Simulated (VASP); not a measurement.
# Nb3Pb (Pm-3n) in VASP: single point with PBE

Aim: the single point of Nb3Pb with PBE.

Program: VASP 6.6.1. These are calculated values, not measurements. Logs are shortened: lines on timing, memory, paths and dates and some standing lists are left out, and cuts for length are marked.

### 1 The structure

Symmetry: Pm-3n, No. 223, cubic system. The conventional cell has a = 5.319 Å, b = 5.319 Å, c = 5.319 Å, α = 90.00°, β = 90.00°, γ = 90.00°. Around Nb (site symmetry -4m2) lie 2 Nb at 2.66 Å and 4 Pb at 2.97 Å. Around Pb (site symmetry m-3) lie 12 Nb at 2.97 Å.

### 2 Single point, PBE

Contents of INCAR:

```
PREC = Accurate
ENCUT = 520
EDIFF = 1E-6
ISMEAR = 0
SIGMA = 0.1
LREAL = F
LASPH = T
NELM = 100
ALGO = Fast
ISIF = 2
LWAVE = F
LCHARG = F
GGA = PE
NBANDS = 63
```

Contents of KPOINTS:

```
regular mesh
0
Gamma
  4 4 4
```

Contents of POSCAR:

```
Nb3Pb
1.0
    5.3190000000      0.0000000000      0.0000000000
    0.0000000000      5.3190000000      0.0000000000
    0.0000000000      0.0000000000      5.3190000000
Nb Pb
6 2
Direct
    0.2500000000      0.0000000000      0.5000000000
    0.5000000000      0.7500000000      0.0000000000
    0.7500000000      0.0000000000      0.5000000000
    0.5000000000      0.2500000000      0.0000000000
    0.0000000000      0.5000000000      0.7500000000
    0.0000000000      0.5000000000      0.2500000000
    0.0000000000      0.0000000000      0.0000000000
    0.5000000000      0.5000000000      0.5000000000
```

Potentials or basis: VASP PAW PBE potentials, release 64 (Nb_sv, Pb_d).

Launch:

```console
$ cat potpaw_PBE.64/Nb_sv/POTCAR potpaw_PBE.64/Pb_d/POTCAR > POTCAR
$ mpirun -np 1 vasp_std > vasp.out
```

OUTCAR:

```text
PREC = Accurate
   ENCUT = 520
   EDIFF = 1E-6
   ISMEAR = 0
   LREAL = F
   LASPH = T
   NELM = 100
   ISIF = 2
   GGA = PE

 ion  position               nearest neighbor table
   1  0.250  0.000  0.500-   3 2.66   3 2.66   8 2.97   7 2.97   8 2.97   7 2.97
   2  0.500  0.750  0.000-   4 2.66   4 2.66   8 2.97   8 2.97   7 2.97   7 2.97
   3  0.750  0.000  0.500-   1 2.66   1 2.66   8 2.97   7 2.97   8 2.97   7 2.97
   4  0.500  0.250  0.000-   2 2.66   2 2.66   8 2.97   8 2.97   7 2.97   7 2.97
   5  0.000  0.500  0.750-   6 2.66   6 2.66   8 2.97   7 2.97   7 2.97   8 2.97
   6  0.000  0.500  0.250-   5 2.66   5 2.66   8 2.97   7 2.97   7 2.97   8 2.97
   7  0.000  0.000  0.000-   1 2.97   2 2.97   3 2.97   4 2.97   5 2.97   6 2.97   1 2.97   3 2.97
                             5 2.97   6 2.97   2 2.97   4 2.97
   8  0.500  0.500  0.500-   1 2.97   2 2.97   3 2.97   4 2.97   5 2.97   6 2.97   2 2.97   4 2.97
                             1 2.97   3 2.97   5 2.97   6 2.97

  LATTYP: Found a simple cubic cell.
 ALAT       =     5.3190000000

  Lattice vectors:

 A1 = (   5.3190000000,   0.0000000000,   0.0000000000)
 A2 = (   0.0000000000,   5.3190000000,   0.0000000000)
 A3 = (   0.0000000000,   0.0000000000,   5.3190000000)

Analysis of symmetry for initial positions (statically):
=====================================================================
 Subroutine PRICEL returns:
 Original cell was already a primitive cell.

 Routine SETGRP: Setting up the symmetry group for a
 simple cubic supercell.

 Subroutine GETGRP returns: Found 48 space group operations
 (whereof 24 operations were pure point group operations)
 out of a pool of 48 trial point group operations.

The static configuration has the point symmetry T_h .
 The point group associated with its full space group is O_h .

Analysis of symmetry for dynamics (positions and initial velocities):
=====================================================================
 Subroutine PRICEL returns:
 Original cell was already a primitive cell.

 Routine SETGRP: Setting up the symmetry group for a
 simple cubic supercell.

 Subroutine GETGRP returns: Found 48 space group operations
 (whereof 24 operations were pure point group operations)
 out of a pool of 48 trial point group operations.

The dynamic configuration has the point symmetry T_h .
 The point group associated with its full space group is O_h .

 Subroutine INISYM returns: Found 48 space group operations
 (whereof 24 operations are pure point group operations),
 and found     1 'primitive' translations

----------------------------------------------------------------------------------------

                                     Primitive cell

  volume of cell :     150.4839

  direct lattice vectors                    reciprocal lattice vectors
     5.319000000  0.000000000  0.000000000     0.188005264  0.000000000  0.000000000
     0.000000000  5.319000000  0.000000000     0.000000000  0.188005264  0.000000000
     0.000000000  0.000000000  5.319000000     0.000000000  0.000000000  0.188005264

  length of vectors
     5.319000000  5.319000000  5.319000000     0.188005264  0.188005264  0.188005264

  position of ions in fractional coordinates (direct lattice)
     0.250000000  0.000000000  0.500000000
     0.500000000  0.750000000  0.000000000
     0.750000000  0.000000000  0.500000000
     0.500000000  0.250000000  0.000000000
     0.000000000  0.500000000  0.750000000
     0.000000000  0.500000000  0.250000000
     0.000000000  0.000000000  0.000000000
     0.500000000  0.500000000  0.500000000

  ion indices of the primitive-cell ions
   primitive index   ion index
                 1           1
                 2           2
                 3           3
                 4           4
                 5           5
                 6           6
                 7           7
                 8           8

----------------------------------------------------------------------------------------

 KPOINTS: regular mesh

Automatic generation of k-mesh.
 Grid dimensions read from file:
 generate k-points for:    4    4    4

 Generating k-lattice:

  Cartesian coordinates                     Fractional coordinates (reciprocal lattice)
     0.047001316  0.000000000  0.000000000     0.250000000  0.000000000  0.000000000
     0.000000000  0.047001316  0.000000000     0.000000000  0.250000000  0.000000000
     0.000000000  0.000000000  0.047001316     0.000000000  0.000000000  0.250000000

  Length of vectors
     0.047001316  0.047001316  0.047001316

  Shift w.r.t. Gamma in fractional coordinates (k-lattice)
     0.000000000  0.000000000  0.000000000

 Subroutine IBZKPT returns following result:
 ===========================================

 Found     10 irreducible k-points:

 Following reciprocal coordinates:
            Coordinates               Weight
  0.000000  0.000000  0.000000      1.000000
  0.250000  0.000000  0.000000      6.000000
  0.500000  0.000000  0.000000      3.000000
  0.250000  0.250000  0.000000     12.000000
  0.500000  0.250000  0.000000     12.000000
  0.500000  0.500000  0.000000      3.000000
  0.250000  0.250000  0.250000      8.000000
  0.500000  0.250000  0.250000     12.000000
  0.500000  0.500000  0.250000      6.000000
  0.500000  0.500000  0.500000      1.000000
   k-points           NKPTS =     10   k-points in BZ     NKDIM =     10   number of bands    NBANDS=     63
   number of dos      NEDOS =    301   number of ions     NIONS =      8
   total plane-waves  NPLWV =  64000
   dimension x,y,z NGX =    40 NGY =   40 NGZ =   40
   dimension x,y,z NGXF=    80 NGYF=   80 NGZF=   80
   ions per type =               6   2
   NGX,Y,Z   is equivalent  to a cutoff of  12.50, 12.50, 12.50 a.u.
   NGXF,Y,Z  is equivalent  to a cutoff of  25.00, 25.00, 25.00 a.u.
 SYSTEM =  unknown system
   PREC   = accura    normal or accurate (medium, high low for compatibility)
   ISTART =      0    job   : 0-new  1-cont  2-samecut
   ICHARG =      2    charge: 1-file 2-atom 10-const
   ISPIN  =      1    spin polarized calculation?
   LNONCOLLINEAR =      F non collinear calculations
   LSORBIT =      F    spin-orbit coupling
   LASPH  =      T    aspherical Exc in radial PAW
   ENCUT  =  520.0 eV  38.22 Ry    6.18 a.u.   9.89  9.89  9.89*2*pi/ulx,y,z
   NELM   =    100;   NELMIN=  2; NELMDL= -5     # of ELM steps
   EDIFF  = 0.1E-05   stopping-criterion for ELM
   LREAL  =      F    real-space projection
   EDIFFG = 0.1E-04   stopping-criterion for IOM
   NSW    =      0    number of steps for IOM
   IBRION =     -1    ionic relax: 0-MD 1-quasi-New 2-CG
   NFREE  =      0    steps in history (QN), initial steepest desc. (CG)
   ISIF   =      2    stress and relaxation
   ISYM   =      2    0-nonsym 1-usesym 2-fastsym
   POTIM  = 0.5000    time-step for ionic-motion
   TEBEG  =    0.0;   TEEND  =   0.0 temperature during run
   PSTRESS=    0.0 pullay stress
   NELECT =     106.0000    total number of electrons
   NUPDOWN=      -1.0000    fix difference up-down
   EMIN   =  10.00;   EMAX   =-10.00  energy-range for DOS
   EFERMI =   0.00;   METHOD = LEGACY
   ISMEAR =     0;   SIGMA  =   0.10  broadening in eV -4-tet -1-fermi 0-gaus
   EFERMI_NEDOS =   21; number of points for ismear=-14 and -15
   IALGO  =     68    algorithm
   IMIX   =      4    mixing-type and parameters
     AMIX     =   0.40;   BMIX     =  1.00
     AMIX_MAG =   1.60;   BMIX_MAG =  1.00
  volume/ion in A,a.u.               =      18.81       126.94
  Fermi-wavevector in a.u.,A,eV,Ry     =   1.456622  2.752616 28.868120  2.121747
  Thomas-Fermi vector in A             =   2.573518
   LORBIT       =      0    0 simple, 1 ext, 2 COOP (PROOUT), +10 PAW based schemes
   GGA     = PE    functional components
   LHFCALC =     F    Hartree Fock is set to
   AEXX    =    0.0000 exact exchange contribution
   IVDW    =     0    specifies the selected vdW correction
   LEPSILON=     F    determine dielectric tensor
   LRPA    =     F    only Hartree local field effects (RPA)
 non-spin polarized calculation
 RMM-DIIS sequential band-by-band and
 Gauss-broadening in eV      SIGMA  =   0.10
  energy-cutoff  :      520.00
  volume of cell :      150.48
 maximum number of plane-waves:      4076
 NGX is ok and might be reduce to    40
   NGX = 19   NGY = 19   NGZ = 19

 number of electron     106.0000016 magnetization

 Free energy of the ion-electron system (eV)
  ---------------------------------------------------
  ext. energy  EPLUGINS =         0.00000000
  ---------------------------------------------------
  free energy    TOTEN  =       -67.46928368 eV

  energy without entropy =      -67.41226710  energy(sigma->0) =      -67.44077539

 E-fermi :  11.4077     XC(G=0): -12.3833

 val. band max:       11.3404044548   @ k =   0.5000   0.2500   0.0000
 cond. band min:      11.4079023610   @ k =   0.2500   0.2500   0.0000
 fundamental gap:      0.0674979062
 Fermi energy:        11.4077056370

 k-point     1 :       0.0000    0.0000    0.0000
  band No.  band energies     occupation
      1     -43.2806      2.00000
      2     -43.2137      2.00000
      3     -43.2137      2.00000
      4     -43.0060      2.00000
      5     -43.0060      2.00000
      6     -43.0060      2.00000
[... 55 lines left out ...]
     62      15.1211      0.00000
     63      15.1830      0.00000

 k-point     2 :       0.2500    0.0000    0.0000
  band No.  band energies     occupation
      1     -43.2654      2.00000
      2     -43.2211      2.00000
      3     -43.1894      2.00000
      4     -43.0396      2.00000
      5     -43.0060      2.00000
      6     -43.0060      2.00000
[... 517 lines left out ...]
     62      13.6801      0.00000
     63      13.8805      0.00000

 k-point    10 :       0.5000    0.5000    0.5000
  band No.  band energies     occupation
      1     -43.1226      2.00000
      2     -43.1226      2.00000
      3     -43.1226      2.00000
      4     -43.1226      2.00000
      5     -43.1226      2.00000
      6     -43.1226      2.00000
[... 55 lines left out ...]
     62      13.8246      0.00000
     63      14.5270      0.00000

------------------------ aborting loop because EDIFF is reached ----------------------------------------

  FORCE on cell =-STRESS in cart. coord.  units (eV):
  Direction    XX          YY          ZZ          XY          YZ          ZX
  --------------------------------------------------------------------------------------
  -------------------------------------------------------------------------------------
  Total        4.0550271      4.0550271      4.0550271     -0.0000000      0.0000000     -0.0000000
  in kB       43.1732132     43.1732132     43.1732132     -0.0000000      0.0000000     -0.0000000
  external PRESSURE =      43.1732132 kB  Pullay stress =       0.0000000 kB

 VOLUME and BASIS-vectors are now :
 -----------------------------------------------------------------------------
  energy-cutoff  :      520.00
  volume of cell :      150.48
      direct lattice vectors                 reciprocal lattice vectors
     5.319000000  0.000000000  0.000000000     0.188005264  0.000000000  0.000000000
     0.000000000  5.319000000  0.000000000     0.000000000  0.188005264  0.000000000
     0.000000000  0.000000000  5.319000000     0.000000000  0.000000000  0.188005264

 POSITION                                       TOTAL-FORCE (eV/Angst)
 -----------------------------------------------------------------------------------
      1.32975      0.00000      2.65950        -0.000000     -0.000000     -0.000000
      2.65950      3.98925      0.00000        -0.000000      0.000000      0.000000
      3.98925      0.00000      2.65950         0.000000     -0.000000     -0.000000
      2.65950      1.32975      0.00000        -0.000000     -0.000000     -0.000000
      0.00000      2.65950      3.98925        -0.000000      0.000000      0.000000
      0.00000      2.65950      1.32975        -0.000000     -0.000000     -0.000000
      0.00000      0.00000      0.00000         0.000000      0.000000      0.000000
      2.65950      2.65950      2.65950         0.000000      0.000000      0.000000
 -----------------------------------------------------------------------------------
    total drift:                                0.000000     -0.000000      0.000000

  FREE ENERGIE OF THE ION-ELECTRON SYSTEM (eV)
  ---------------------------------------------------
  free  energy   TOTEN  =       -67.4692836833 eV

  energy  without entropy=      -67.4122671008  energy(sigma->0) =      -67.44077539
```

Run time: 3.5 min. Hardware: 1 thread of Intel Xeon Platinum 8488C (Sapphire Rapids), shared host; peak memory 0.27 GiB.

Results:

- Free energy: -67.4693 eV
- Pressure: 4.3 GPa
- Band gap on the k mesh: none (metal or under the smearing width)

The run has no spin-orbit coupling, so splittings on Pb are missing.
